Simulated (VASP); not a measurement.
Input:

```
WS2
1.0
    1.56418    -2.70924     0.00000
    1.56418     2.70924     0.00000
    0.00000     0.00000    12.17813
W S
2 4
Direct
  0.33333   0.66667   0.25000
  0.66667   0.33333   0.75000
  0.33333   0.66667   0.87840
  0.66667   0.33333   0.37840
  0.66667   0.33333   0.12160
  0.33333   0.66667   0.62160
```

Computed with LDA (Ceperley-Alder, Perdew-Zunger), VASP's LDA PAW potentials (set 64) (plane waves; VASP). Run with 520 eV cut-off, 9×9×2 Γ-centred mesh, tetrahedra with Blöchl corrections, potentials W_sv S.

The cores are frozen, which limits the accuracy of field gradients.

Task: Give the principal components of the electric field gradient (V/Å²) and the asymmetry η at each nucleus.

Result: 
```
atom   Vxx   Vyy     Vzz     η
----  ----  ----  ------  ----
W1    80.9  80.9  -161.8  0.00
W2    80.9  80.9  -161.8  0.00
S3    22.7  22.7   -45.4  0.00
S4    22.7  22.7   -45.4  0.00
S5    22.7  22.7   -45.4  0.00
S6    22.7  22.7   -45.4  0.00
```

The compound is WS2 in the 2H layered structure. It was relaxed first.
